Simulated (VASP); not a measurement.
Given:

```xyz
3
Lattice="2.0977 -3.6334 0.0000 2.0977 3.6334 0.0000 0.0000 0.0000 8.0334" Properties=species:S:1:pos:R:3 pbc="T T T"
Mg     0.0000     0.0000     0.0000
I      2.0977     1.2111     1.6421
I      2.0977    -1.2111     6.3913
```

The numbers are results of RPBE GGA, VASP's PBE PAW potentials (set 64) (plane waves; VASP), not measurements. Run with 520 eV cut-off, 6×6×3 Γ-centred mesh, Gaussian smearing of 0.050 eV, potentials Mg I.

Without a dispersion term in the relaxation, distances and binding between the weakly bound layers, chains or molecules are unreliable, and so is what depends on them.

Task: The ions and cell shape at fixed volume are relaxed. Give the cell that the relaxation ends in.

Result: 
```xyz
3
Lattice="2.1259 -3.6821 0.0000 2.1259 3.6821 0.0000 0.0000 0.0000 7.8220" Properties=species:S:1:pos:R:3 pbc="T T T"
Mg     0.0000     0.0000     0.0000
I      2.1259     1.2274     1.6764
I      2.1259    -1.2274     6.1456
```
Space group P-3m1 (164), at a tolerance of 0.03 Å.

Task: How much energy does the relaxation gain?

Result: The energy (σ→0) changes by -7.8 meV/atom, in 7 ionic steps.

The compound is MgI2 in the 1T layered structure. This cell is one point of a volume scan, at 0.94 of the reference volume. Symmetry was kept, so distortions that lower it aren't found.
